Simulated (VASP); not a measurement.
Level of theory: RPBE GGA, VASP's PBE PAW potentials (set 64) (plane waves; VASP 6.6.1).

The input files of a VASP run:

KPOINTS:
```
Automatic mesh
0
Gamma
10 10 9
0 0 0
```

### INCAR
```
SYSTEM=TiB2
PREC=Accurate; ENCUT=520; LREAL=.False.
LASPH=.True.
EDIFF=1E-6; NELM=100; ALGO=Normal
LMAXMIX=4
ISMEAR=1; SIGMA=0.1
GGA=RP
ISIF=2
LWAVE=.False.; LCHARG=.False.
```

POSCAR:
```
TiB2
1
    1.5044090000    -2.6766680000     0.0000000000
    1.5044090000     2.6766680000     0.0000000000
    0.0000000000     0.0000000000     3.1769390000
Ti B
1 2
Direct
  0.0000000000   0.0000000000   0.0000000000
  0.3333330000   0.6666670000   0.5000000000
  0.6895350000   0.3562010000   0.5000000000
```

POTCAR, in this order: Ti_sv B (PBE.64 set). Program: vasp_std.

Output

### OSZICAR
```
       N       E                     dE             d eps       ncg     rms          rms(c)
DAV:   1     0.129161309363E+03    0.12916E+03   -0.94382E+03  6760   0.159E+03
DAV:   2    -0.182773151020E+02   -0.14744E+03   -0.14378E+03  6850   0.394E+02
DAV:   3    -0.278641895162E+02   -0.95869E+01   -0.94259E+01  9931   0.945E+01
DAV:   4    -0.281858967527E+02   -0.32171E+00   -0.32144E+00  8593   0.161E+01
DAV:   5    -0.281964944323E+02   -0.10598E-01   -0.10597E-01 10144   0.257E+00    0.168E+01
DAV:   6    -0.231968662812E+02    0.49996E+01   -0.25407E+01  8969   0.590E+01    0.389E+00
DAV:   7    -0.232381574534E+02   -0.41291E-01   -0.16429E+00  7542   0.149E+01    0.330E+00
DAV:   8    -0.232496955450E+02   -0.11538E-01   -0.16281E-01 10054   0.379E+00    0.724E-01
DAV:   9    -0.232431757934E+02    0.65198E-02   -0.67515E-02  9180   0.343E+00    0.274E-01
DAV:  10    -0.232424919316E+02    0.68386E-03   -0.45072E-03  8441   0.942E-01    0.633E-02
DAV:  11    -0.232425233983E+02   -0.31467E-04   -0.45212E-04  9719   0.281E-01    0.578E-02
DAV:  12    -0.232424997350E+02    0.23663E-04   -0.17850E-04  8974   0.182E-01    0.968E-03
DAV:  13    -0.232424983364E+02    0.13986E-05   -0.12460E-05  8471   0.474E-02    0.204E-03
DAV:  14    -0.232424984198E+02   -0.83495E-07   -0.24825E-07  4040   0.651E-03
   1 F= -.23242498E+02 E0= -.23242440E+02  d E =-.174761E-03
```

**OUTCAR**
```
------------------------ aborting loop because EDIFF is reached ----------------------------------------
  FORCE on cell =-STRESS in cart. coord.  units (eV):
  Direction    XX          YY          ZZ          XY          YZ          ZX
  --------------------------------------------------------------------------------------
  Total        1.7833963     -0.7649810      1.6940138     -0.2471228      0.0000000      0.0000000
  in kB      111.6758154    -47.9029159    106.0787097    -15.4747662      0.0000000      0.0000000
  external PRESSURE =      56.6172031 kB  Pullay stress =       0.0000000 kB
  volume of cell :       25.59
      direct lattice vectors                 reciprocal lattice vectors
     1.504409000 -2.676668000  0.000000000     0.332356427 -0.186799409  0.000000000
     1.504409000  2.676668000  0.000000000     0.332356427  0.186799409  0.000000000
     0.000000000  0.000000000  3.176939000     0.000000000  0.000000000  0.314768398
 POSITION                                       TOTAL-FORCE (eV/Angst)
 -----------------------------------------------------------------------------------
      0.00000      0.00000      0.00000         0.534901      0.023570      0.000000
      1.50441      0.89222      1.58847         0.832551     -0.160981      0.000000
      1.57321     -0.89222      1.58847        -1.367451      0.137411      0.000000
 -----------------------------------------------------------------------------------
    total drift:                                0.000015     -0.000001      0.000000
  FREE ENERGIE OF THE ION-ELECTRON SYSTEM (eV)
  ---------------------------------------------------
  free  energy   TOTEN  =       -23.2424984198 eV

  energy  without entropy=      -23.2423236590  energy(sigma->0) =      -23.24244017
```
(Selected blocks of OUTCAR.)

### OUTCAR
```
 val. band max:       10.0355745532   @ k =   0.3000   0.2000   0.0000

 cond. band min:      10.0785914017   @ k =   0.4000   0.2000   0.0000


 Fermi energy:        10.0646798714

 k-point     1 :       0.0000    0.0000    0.0000
  band No.  band energies     occupation
      1     -46.9095      2.00000
      2     -23.1683      2.00000
      3     -22.9201      2.00000
      4     -22.8781      2.00000
      5      -3.4186      2.00000
      6       7.0878      2.00000
      7       7.6781      2.00000
      8       8.0569      2.00000
      9       8.1066      2.00000
     10      12.0078     -0.00000
     11      12.1209      0.00000
     12      13.7367      0.00000
     13      14.1738      0.00000

 k-point     2 :       0.1000    0.0000    0.0000
  band No.  band energies     occupation
      1     -46.9046      2.00000
      2     -23.1621      2.00000
      3     -22.9315      2.00000
      4     -22.9141      2.00000
      5      -3.2265      2.00000
      6       6.6497      2.00000
      7       7.5586      2.00000
      8       7.9154      2.00000
      9       8.1941      2.00000
     10      11.9503     -0.00000
     11      12.4342      0.00000
     12      13.1533      0.00000
     13      13.3453      0.00000

 k-point     3 :       0.0000    0.1000    0.0000
  band No.  band energies     occupation
      1     -46.9046      2.00000
      2     -23.1620      2.00000
      3     -22.9472      2.00000
      4     -22.8988      2.00000
      5      -3.2232      2.00000
      6       7.0403      2.00000
      7       7.1555      2.00000
      8       7.8710      2.00000
      9       8.1551      2.00000
     10      12.0258     -0.00000
     11      12.4277      0.00000
     12      13.1067      0.00000
     13      13.4036      0.00000

 k-point     4 :       0.2000    0.0000    0.0000
  band No.  band energies     occupation
      1     -46.8915      2.00000
      2     -23.1456      2.00000
      3     -23.0189      2.00000
...
```

The compound is TiB2 in the AlB2 type structure. The cell was not relaxed at this level, atoms are displaced from their ideal sites. The run is one of a series of settings (GGA = RP against the base run), some of them coarse on purpose.
